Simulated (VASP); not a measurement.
# NiO (Fm-3m) in VASP: notebook, part 2 of 2

VASP 6.6.1.

## (3) Optical spectrum, PBE, collinear spin, ferromagnetic start

Input file INCAR:

```
PREC = Accurate
ENCUT = 520
EDIFF = 1E-7
ISMEAR = 0
SIGMA = 0.02
LREAL = F
LASPH = T
NELM = 150
ALGO = Normal
ISIF = 2
LWAVE = F
LCHARG = F
ISPIN = 2
MAGMOM = 2 0
LORBIT = 11
LMAXMIX = 4
GGA = PE
LOPTICS = T
NBANDS = 32
NEDOS = 2000
CSHIFT = 0.1
```

Input file KPOINTS:

```
Automatic mesh
0
Gamma
  20 20 20
```

Input file POSCAR:

```
NiO                                     
1.0
   -0.0000000000      2.1076051442      2.1076051442
    2.1076051442      0.0000000000      2.1076051442
    2.1076051442      2.1076051442      0.0000000000
  Ni              O             
     1     1
Direct
     0.0000000000000000    0.0000000000000000    0.0000000000000000
     0.5000000000000000    0.5000000000000000    0.5000000000000000
```

Potentials or basis: VASP PAW PBE potentials, release 64 (Ni, O).

The run is started by

```
$ cat potpaw_PBE.64/Ni/POTCAR potpaw_PBE.64/O/POTCAR > POTCAR
$ mpirun -np 1 vasp_std > vasp.out
```

OUTCAR:

```text
PREC = Accurate
   ENCUT = 520
   EDIFF = 1E-7
   ISMEAR = 0
   LREAL = F
   LASPH = T
   NELM = 150
   ISIF = 2
   ISPIN = 2
   LORBIT = 11
   GGA = PE

 ion  position               nearest neighbor table
   1  0.000  0.000  0.000-   2 2.11   2 2.11   2 2.11   2 2.11   2 2.11   2 2.11
   2  0.500  0.500  0.500-   1 2.11   1 2.11   1 2.11   1 2.11   1 2.11   1 2.11

  LATTYP: Found a face centered cubic cell.
 ALAT       =     4.2152102884

  Lattice vectors:

 A1 = (   0.0000000000,   2.1076051442,   2.1076051442)
 A2 = (   2.1076051442,   0.0000000000,   2.1076051442)
 A3 = (   2.1076051442,   2.1076051442,   0.0000000000)

Analysis of symmetry for initial positions (statically):
=====================================================================
 Subroutine PRICEL returns:
 Original cell was already a primitive cell.

 Routine SETGRP: Setting up the symmetry group for a
 face centered cubic supercell.

 Subroutine GETGRP returns: Found 48 space group operations
 (whereof 48 operations were pure point group operations)
 out of a pool of 48 trial point group operations.

The static configuration has the point symmetry O_h .

[... 1327 lines left out ...]
  energy  without entropy=      -11.4790900658  energy(sigma->0) =      -11.47919731

 electrical conductivity sigma (Mega S m-1) (frequency dependency in vasprun.xml)
  --------------------------------------------------------------------------------------
       0.022       0.000      -0.000
       0.000       0.022       0.000
      -0.000       0.000       0.022

  frequency dependent IMAGINARY DIELECTRIC FUNCTION (independent particle, no local field effects) density-density
     E(ev)      X         Y         Z        XY        YZ        ZX
  --------------------------------------------------------------------------------------------------------------
     0.00000     0.00000     0.00000     0.00000     0.00000     0.00000     0.00000
     1.00795    12.10054    12.10054    12.10054     0.00000     0.00000    -0.00000
     2.01590     3.17022     3.17022     3.17022     0.00000     0.00000    -0.00000
     3.02385     1.26431     1.26431     1.26431    -0.00000    -0.00000     0.00000
     4.03180     4.38718     4.38718     4.38718    -0.00000    -0.00000    -0.00000
     5.03975     5.26316     5.26316     5.26316    -0.00000    -0.00000     0.00000
[... 92 lines left out ...]
    98.77908     0.00019     0.00019     0.00019    -0.00000    -0.00000     0.00000
    99.78703     0.00018     0.00018     0.00018    -0.00000    -0.00000     0.00000

  frequency dependent      REAL DIELECTRIC FUNCTION (independent particle, no local field effects) density-density
     E(ev)        X           Y           Z          XY          YZ          ZX
  --------------------------------------------------------------------------------------------------------------
     0.00000    31.54084    31.54084    31.54084    -0.00000     0.00000    -0.00000
     1.00795     0.55737     0.55737     0.55737    -0.00000    -0.00000     0.00000
     2.01590     3.36950     3.36950     3.36950    -0.00000    -0.00000     0.00000
     3.02385     4.66212     4.66212     4.66212    -0.00000    -0.00000     0.00000
     4.03180     7.24189     7.24189     7.24189    -0.00000    -0.00000    -0.00000
     5.03975     3.21681     3.21681     3.21681     0.00000     0.00000     0.00000
[... 92 lines left out ...]
    98.77908     0.91808     0.91808     0.91808     0.00000     0.00000     0.00000
    99.78703     0.91997     0.91997     0.91997     0.00000     0.00000     0.00000

  frequency dependent IMAGINARY DIELECTRIC FUNCTION (independent particle, no local field effects) current-current
     E(ev)      X         Y         Z        XY        YZ        ZX
  --------------------------------------------------------------------------------------------------------------
     0.00000   104.42378   104.42378   104.42378     0.00000     0.00000     0.00000
     1.00795    11.86326    11.86326    11.86326    -0.00000    -0.00000     0.00000
     2.01590     3.39765     3.39765     3.39765     0.00000     0.00000    -0.00000
     3.02385     1.50507     1.50507     1.50507    -0.00000    -0.00000     0.00000
     4.03180     4.69557     4.69557     4.69557     0.00000    -0.00000     0.00000
     5.03975     5.34848     5.34848     5.34848     0.00000     0.00000    -0.00000
[... 92 lines left out ...]
    98.77908     0.00003     0.00003     0.00003     0.00000    -0.00000     0.00000
    99.78703     0.00002     0.00002     0.00002     0.00000    -0.00000     0.00000

  frequency dependent      REAL DIELECTRIC FUNCTION (independent particle, no local field effects) current-current
     E(ev)        X           Y           Z          XY          YZ          ZX
  --------------------------------------------------------------------------------------------------------------
     0.00000    13.28909    13.28909    13.28909    -0.00000    -0.00000     0.00000
     1.00795    -1.53428    -1.53428    -1.53428     0.00000     0.00000     0.00000
     2.01590     3.12678     3.12678     3.12678    -0.00000    -0.00000    -0.00000
     3.02385     4.60964     4.60964     4.60964    -0.00000     0.00000    -0.00000
     4.03180     7.03932     7.03932     7.03932     0.00000     0.00000    -0.00000
     5.03975     3.01944     3.01944     3.01944    -0.00000     0.00000    -0.00000
[... 92 lines left out ...]
    98.77908     0.91811     0.91811     0.91811     0.00000     0.00000    -0.00000
    99.78703     0.92000     0.92000     0.92000     0.00000     0.00000    -0.00000

 total charge

# of ion       s       p       d       tot
------------------------------------------
    1        0.323   0.384   8.228   8.935
    2        1.557   3.410   0.000   4.966
--------------------------------------------------
tot          1.880   3.794   8.228  13.901

 magnetization (x)

# of ion       s       p       d       tot
------------------------------------------
    1        0.011   0.015   1.428   1.454
    2        0.027   0.243   0.000   0.270
--------------------------------------------------
tot          0.039   0.257   1.428   1.723
```

It took 1.8 min on 1 thread of Intel Xeon 6975P-C (Granite Rapids), shared host; peak memory 0.51 GiB.

Results:

```yaml
Free_energy: -11.4793 eV
Pressure: -0.4 GPa
Band_gap_on_the_k_mesh: none (metal or under the smearing width)
Net_moment: 1.77 μB per cell
Site_moments: Ni +1.45; O +0.27 μB
Valence_electrons_inside_the_program's_atomic_spheres: Ni 8.94; O 4.97
```

Dielectric function (mean over the directions given):
| energy (eV) | real part | imaginary part |
| --- | --- | --- |
| 0.25 | 16.17 | 11.99 |
| 0.91 | 4.43 | 15.90 |
| 1.56 | 2.88 | 3.87 |
| 2.27 | 3.17 | 2.44 |
| 2.92 | 4.45 | 1.45 |
| 3.63 | 6.97 | 1.78 |
| 4.28 | 5.91 | 5.67 |
| 4.99 | 3.38 | 5.35 |
| 5.64 | 2.64 | 4.84 |
| 6.35 | 1.55 | 3.19 |
| 7.01 | 1.45 | 2.79 |
| 7.71 | 1.87 | 2.33 |
| 8.37 | 2.18 | 2.29 |
| 9.07 | 1.82 | 2.14 |
| 9.73 | 2.33 | 1.80 |
| 10.43 | 2.94 | 2.56 |
| 11.09 | 3.06 | 3.29 |
| 11.79 | 2.06 | 3.96 |
| 12.45 | 1.05 | 3.50 |
| 13.15 | 0.61 | 3.05 |
| 13.81 | 0.75 | 2.42 |
| 14.51 | 1.17 | 2.40 |
| 15.17 | 0.73 | 2.81 |
| 15.88 | 1.00 | 2.99 |
| 16.53 | -0.42 | 3.56 |
| 17.24 | -0.85 | 2.24 |
| 17.89 | -0.75 | 1.56 |
| 18.60 | -0.35 | 1.12 |
| 19.25 | -0.03 | 1.12 |
| 19.96 | -0.04 | 1.20 |

Caveat: independent-particle spectra lack excitons; the intraband (Drude) part of a metal's response may be missing; a cell with one magnetic atom can't hold antiferromagnetic order, which such compounds often take; semilocal functionals often make such compounds metallic where correlation or magnetic order opens a gap, which also shifts bond lengths.

## (4) How close it comes

Step 2. Measured gap of NiO: 4.3 eV (quoted in “Local correlations, non-local screening, multiplets, and band formation in NiO”, 2012, arxiv:1210.6675). This calculation gives 0.00 eV (-4.30 eV). So large a miss can be the level of theory's own, or it may mean another phase, state or a wrong row. The value is that of PBE, without temperature or zero-point motion. Semilocal functionals fall short of measured gaps as a rule. The run's magnetic order (collinear spin, ferromagnetic start) needn't be the measured crystal's.

Step 3. Measured gap of NiO: 4.3 eV (quoted in “Local correlations, non-local screening, multiplets, and band formation in NiO”, 2012, arxiv:1210.6675). This calculation gives 0.00 eV (-4.30 eV). So large a miss can be the level of theory's own, or it may mean another phase, state or a wrong row. The value is that of PBE on a finite k mesh, which can miss the band edges, without temperature or zero-point motion. Semilocal functionals fall short of measured gaps as a rule. The run's magnetic order (collinear spin, ferromagnetic start) needn't be the measured crystal's.
